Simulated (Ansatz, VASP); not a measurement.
# Cross-check of H12C14O3 (amorphous polyfuran at 300 K) between VASP and Ansatz, part 3 of 3

Aim: how closely do two programs agree when they are given the same cell, functional and k mesh? Of the first pair: The structure shown is the start of the Ansatz relaxation below; VASP solves that cell, so the two are compared at the walk's first step.

VASP 6.6.1 and Ansatz 0.2.0.

So far. Step 3 (VASP: single point, PBE with D3(BJ), start cell, pair 1): The run ends at a pressure of 3.24 GPa, with forces up to 3.6 eV/Å.

### 6. VASP: single point, PBE with D3(BJ), relaxed cell, pair 2

Level of this step: PBE with D3(BJ); plane waves and PAW (C, O, H) (VASP).

The same cell, functional and mesh now go to VASP, with its own data sets.

INCAR reads:

```
SYSTEM = H12C14O3
PREC = Accurate
ENCUT = 600
EDIFF = 1E-06
NELM = 120
ISMEAR = 0
SIGMA = 0.01
LREAL = Auto
ALGO = Normal
GGA = PE
IVDW = 12
NBANDS = 192
LORBIT = 11
LWAVE = .FALSE.
LCHARG = .FALSE.
ISIF = 2
LASPH = .TRUE.
GGA_COMPAT = .FALSE.
EFERMI = MIDGAP
NCORE = 2
```

POSCAR reads:

```
H12C14O3
1.0
    9.1725270000      0.4237640000     -0.7220640000
    0.4237640000     10.9997640000      1.0891150000
   -0.7220640000      1.0891150000      9.3986770000
C O H
42 9 36
Direct
    0.6687700000      0.4106700000      0.6850500000
    0.5686300000      0.5266800000      0.6633300000
    0.4584700000      0.5631300000      0.7328900000
    0.4042400000      0.6883400000      0.6612500000
    0.4846200000      0.7217300000      0.5505200000
    0.4831400000      0.8352000000      0.4449500000
    0.4128100000      0.9532900000      0.4284600000
    0.4557000000      0.0293300000      0.3052800000
    0.5506600000      0.9541200000      0.2526400000
    0.6322400000      0.9769600000      0.1345800000
    0.6594200000      0.0837400000      0.0427700000
    0.7482000000      0.0448400000      0.9456400000
    0.7703800000      0.9174500000      0.9829200000
    0.8536000000      0.8206400000      0.9306900000
    0.9478000000      0.6761100000      0.5519700000
    0.0549000000      0.5865600000      0.5143000000
    0.1239400000      0.5897100000      0.3953300000
    0.2208000000      0.4777300000      0.4241600000
    0.2045000000      0.4114900000      0.5597900000
    0.2709400000      0.2907600000      0.6391900000
    0.3842800000      0.2147500000      0.6114000000
    0.3978200000      0.1012800000      0.7164500000
    0.2918100000      0.1127100000      0.8028200000
    0.2545300000      0.0228900000      0.9199400000
    0.2997200000      0.8973700000      0.9655000000
    0.2395200000      0.8546100000      0.0945200000
    0.1594200000      0.9549000000      0.1200900000
    0.0722200000      0.9722700000      0.2348500000
    0.9680500000      0.3065900000      0.0515200000
    0.0638100000      0.4073200000      0.0284200000
    0.0390100000      0.5278600000      0.9497400000
    0.1744700000      0.5807600000      0.9685900000
    0.2760200000      0.4890200000      0.0599000000
    0.4267900000      0.4904300000      0.1223500000
    0.5170500000      0.5849700000      0.1169200000
    0.6553000000      0.5332300000      0.2023800000
    0.6439500000      0.4090600000      0.2565000000
    0.7480400000      0.3122800000      0.3486400000
    0.8967800000      0.3086700000      0.3992500000
    0.9423000000      0.1876200000      0.4891600000
    0.8206000000      0.1238500000      0.4880400000
    0.7974500000      0.9954700000      0.5560700000
    0.5853900000      0.6231000000      0.5509800000
    0.5679800000      0.8348300000      0.3374500000
    0.6993900000      0.8747600000      0.0983500000
    0.1031800000      0.4772300000      0.6159100000
    0.2140300000      0.2293200000      0.7572500000
    0.1675200000      0.0586400000      0.0130500000
    0.2091200000      0.3821400000      0.0964900000
    0.5042500000      0.3815600000      0.2078300000
    0.7002600000      0.1994300000      0.4024900000
    0.7851300000      0.4240700000      0.7182900000
    0.6374000000      0.3388200000      0.7698700000
    0.6628500000      0.3760700000      0.5841700000
    0.4188000000      0.5063600000      0.8237900000
    0.3150800000      0.7463000000      0.6855400000
    0.3401000000      0.9820100000      0.4981600000
    0.4216400000      0.1275500000      0.2602900000
    0.6209700000      0.1779800000      0.0464800000
    0.7929800000      0.1040000000      0.8599800000
    0.9179800000      0.7510500000      0.0229000000
    0.7797300000      0.7711000000      0.8660100000
    0.9309000000      0.8627200000      0.8629600000
    0.9134900000      0.7548900000      0.4583700000
    0.8478300000      0.6349000000      0.5784700000
    0.9966500000      0.7118200000      0.6461600000
    0.1056800000      0.6638300000      0.2977000000
    0.2914200000      0.4477500000      0.3535300000
    0.4497900000      0.2382100000      0.5255800000
    0.4780100000      0.0209700000      0.7304400000
    0.3703600000      0.8445400000      0.9127400000
    0.2563000000      0.7611100000      0.1621500000
    0.0900400000      0.8873300000      0.3215600000
    0.1060500000      0.0494400000      0.2838500000
    0.9533800000      0.9930700000      0.1915600000
    0.9635100000      0.2729700000      0.1683500000
    0.8555200000      0.3421000000      0.9952000000
    0.0071900000      0.2271700000      0.0094700000
    0.9346100000      0.5721000000      0.8843800000
    0.1951400000      0.6747600000      0.9224300000
    0.4871800000      0.6812200000      0.0604500000
    0.7509500000      0.5817700000      0.2251200000
    0.9644100000      0.3838600000      0.3745300000
    0.0524000000      0.1513000000      0.5474300000
    0.9015100000      0.9479400000      0.6224700000
    0.7128200000      0.9934800000      0.6266200000
    0.7620600000      0.9426400000      0.4735600000
```

KPOINTS reads:

```
Automatic mesh
0
Gamma
1 1 1
0 0 0
```

The projector-augmented-wave data sets are C, O and H (PBE family, release 64).

The run is started by

```bash
> mpirun -np 8 vasp_gam
```

Numbers of over 12 decimals in the logs are rounded to 6 here.

Log:

```text
[... set-up lines as in an earlier step ...]
 entering main loop
       N       E                     dE             d eps       ncg     rms          rms(c)
DAV:   1     0.203964249249E+04    0.20396E+04   -0.14815E+05   392   0.140E+03
DAV:   2    -0.383826265094E+03   -0.24235E+04   -0.22962E+04   488   0.310E+02
DAV:   3    -0.609948706324E+03   -0.22612E+03   -0.22384E+03   472   0.970E+01
DAV:   4    -0.615698397627E+03   -0.57497E+01   -0.57151E+01   488   0.171E+01
[...]
DAV:  15    -0.566913105912E+03    0.26369E-05   -0.31361E-05   448   0.151E-02    0.914E-03
DAV:  16    -0.566913104695E+03    0.12175E-05   -0.10289E-05   448   0.112E-02    0.379E-03
DAV:  17    -0.566913104499E+03    0.19559E-06   -0.22029E-06   384   0.528E-03
   1 F= -.57247231E+03 E0= -.57247231E+03  d E =0.000000E+00
```

Parts of OUTCAR (step 6):

```text
  FREE ENERGIE OF THE ION-ELECTRON SYSTEM (eV)
  ---------------------------------------------------
  free  energy   TOTEN  =      -572.4723068861 eV

  energy  without entropy=     -572.4723068861  energy(sigma->0) =     -572.47230689

[... 1 part as in an earlier step ...]
```

The run ends at a pressure of 0.13 GPa, with forces up to 0.18 eV/Å.

### 7. Differences

What differs besides the data sets and the points named for the pairs above, as far as they apply: the cutoff is 420 eV in Ansatz and 600 eV in VASP (PREC = Accurate, projectors in real space). Total energies have different zeros and are not compared.

The two programs side by side:

```tsv
quantity	Ansatz	VASP	difference
pressure (GPa)	0.01	0.13	-0.12
gap on the k mesh (eV)	2.256	2.261	-0.005
```

Forces on 8 of the 87 atoms, those with the largest forces and the largest differences (eV/Å; atoms numbered as in POSCAR):

```tsv
atom	Ansatz x, y, z	VASP x, y, z
C2	-0.003, 0.002, 0.001	0.013, -0.148, 0.088
C6	-0.007, 0.004, 0.005	-0.092, -0.046, 0.144
C13	0.003, 0.008, -0.003	0.108, -0.012, -0.137
C16	0.003, -0.008, -0.002	-0.081, 0.142, -0.044
C19	0.004, 0.002, 0.001	0.118, -0.127, -0.029
C24	0.002, 0.002, 0.004	0.098, 0.009, -0.141
C38	0.007, 0.000, -0.002	0.016, 0.157, -0.074
C41	-0.002, -0.002, 0.004	0.076, -0.134, 0.091
```

The forces differ by 57 meV/Å r.m.s., where the r.m.s. force is 0.004 eV/Å in Ansatz and 0.057 eV/Å in VASP: the atoms lie near their places of rest in Ansatz, so a percentage would say little (all taken over all components). A gap on the mesh is an upper bound, since the band edges may lie between its points.

### 8. Summary of results

```
r.m.s. force difference (single point, PBE with D3(BJ), start cell, pair 1)   : 6.7 % of the r.m.s. force
r.m.s. force difference (single point, PBE with D3(BJ), relaxed cell, pair 2) : 57 meV/Å
```

The r.m.s. force difference is 57 meV/Å (single point, PBE with D3(BJ), relaxed cell, pair 2), beyond the 12 meV/Å picked in this series as the mark of a large difference. What causes the difference of the single point, PBE with D3(BJ), start cell, pair 1 pair stays open here. What causes the difference of the single point, PBE with D3(BJ), relaxed cell, pair 2 pair stays open here. How closely two codes agree says nothing of how well the functional describes the real material.

[Lines on the potential files, build, host, timing and source positions are cut from VASP's logs without a mark.]

[Logs are printed without paths, hosts, clocks, repeated set-up lines and the standing remarks that a program may print on its own settings, such as how far it seeks lower states.]

[Hosts, paths, dates, database ids (printed as entryN), source tags and the programs' standing remarks are cut or masked in the printed files.]
